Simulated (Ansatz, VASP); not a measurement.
**PIr: VASP beside Ansatz**

The input INCAR:

```
SYSTEM = PIr
PREC     = Accurate       ! precision mode
ENCUT    = 520            ! plane-wave cutoff, eV
EDIFF    = 1E-7           ! SCF threshold, eV
ISMEAR   = 0              ! smearing method
SIGMA    = 0.05           ! smearing width, eV
LREAL    = .FALSE.        ! projectors in reciprocal space
LASPH    = .TRUE.         ! aspherical terms in the spheres
NELM     = 80             ! most SCF steps
ALGO     = Normal         ! electronic algorithm
ISIF     = 2              ! what is computed and relaxed
LWAVE    = .FALSE.        ! write WAVECAR
LCHARG   = .FALSE.        ! write CHGCAR
GGA      = CA             ! functional
NBANDS   = 14             ! bands
```

KPOINTS

```
Automatic mesh
0
G
  12 12 12
  0 0 0
```

The input POSCAR:

```
PIr
1.0
    0.0000000000      2.6258420330      2.6258420330
    2.6258420330      0.0000000000      2.6258420330
    2.6258420330      2.6258420330      0.0000000000
Ir P
1 1
Direct
    0.0000000000      0.0000000000      0.0000000000
    0.2500000000      0.2500000000      0.2500000000
```

Input for Ansatz:

```yaml
crystal:
  lattice:
    - [0.0, 2.625842033, 2.625842033]
    - [2.625842033, 0.0, 2.625842033]
    - [2.625842033, 2.625842033, 0.0]
  atoms:
    - { symbol: Ir, position: [0.0, 0.0, 0.0] }
    - { symbol: P, position: [0.25, 0.25, 0.25] }
basis:
  ecutwfc: 420
  ecutrho_ratio: 4
kpoints:
  mp_grid: { grid: [12, 12, 12] }
hamiltonian:
  xc: lda
scf:
  occupations: { method: gaussian, width: 0.05 }
output:
  forces: true
  stress: true
  eigenvalues: true
  populations: true
```

Alike in both runs: task single point; functional LDA; k mesh 12 × 12 × 12; occupations gaussian, width 0.05 eV; no spin polarisation.

|  | VASP | Ansatz |
| --- | --- | --- |
| version | VASP 6.6.1 | Ansatz 0.2.0 |
| potentials or method | VASP PAW LDA potentials, release 64 (Ir, P) | scalar-relativistic, plane waves, PAW |
| plane-wave cutoff (eV) | 520 | 420 |
| valence electrons in the cell | 14 | 22 |

```csv
,VASP,Ansatz,Ansatz less VASP
gap on the k mesh at the Fermi level (eV),none,none,-
pressure (GPa),-7.2,-8.2,-0.97
```

A gap of «none» marks a metal or a gap that the smearing closes. The two sets of potentials don't hold the same shells in valence.

Spin-orbit coupling is left out, which matters for the levels of Ir.
